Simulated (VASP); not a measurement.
OSZICAR of a VASP run on Pt (fcc):

File OSZICAR:
```
       N       E                     dE             d eps       ncg     rms          rms(c)
DAV:   1     0.322228631531E+02    0.32223E+02   -0.52526E+03  1968   0.959E+02
DAV:   2    -0.703799695822E+01   -0.39261E+02   -0.37396E+02  1974   0.177E+02
DAV:   3    -0.742250824857E+01   -0.38451E+00   -0.37593E+00  2251   0.176E+01
DAV:   4    -0.742369046225E+01   -0.11822E-02   -0.11821E-02  2182   0.100E+00
DAV:   5    -0.742369811145E+01   -0.76492E-05   -0.76497E-05  2076   0.706E-02    0.135E+01
DAV:   6    -0.702206163382E+01    0.40164E+00   -0.10410E+00  1912   0.927E+00    0.689E+00
DAV:   7    -0.697565705481E+01    0.46405E-01   -0.17789E-01  2020   0.367E+00    0.256E+00
DAV:   8    -0.697136075538E+01    0.42963E-02   -0.52753E-03  2017   0.764E-01    0.544E-01
DAV:   9    -0.697119216578E+01    0.16859E-03   -0.65163E-05  2009   0.895E-02    0.140E-02
DAV:  10    -0.697119653567E+01   -0.43699E-05   -0.17996E-06  2128   0.104E-02    0.164E-03
DAV:  11    -0.697119673806E+01   -0.20239E-06   -0.69295E-08  1668   0.268E-03    0.815E-04
DAV:  12    -0.697119672866E+01    0.94033E-08   -0.28881E-09   992   0.524E-04
   1 F= -.69711967E+01 E0= -.69713292E+01  d E =0.397510E-03
```

Task: Which electronic solver shows in the log?

Result: It is blocked Davidson (ALGO = Normal, or the opening steps of other solvers). The INCAR had ALGO = Normal.

Task: Can the final energy be trusted as converged?

Result: Self-consistency was reached. It stopped with EDIFF = 1E-7, NELM = 100 (PBEsol GGA, plane waves, VASP's PBE PAW potentials (set 64)).

The compound is Pt in the fcc structure. It was relaxed first.
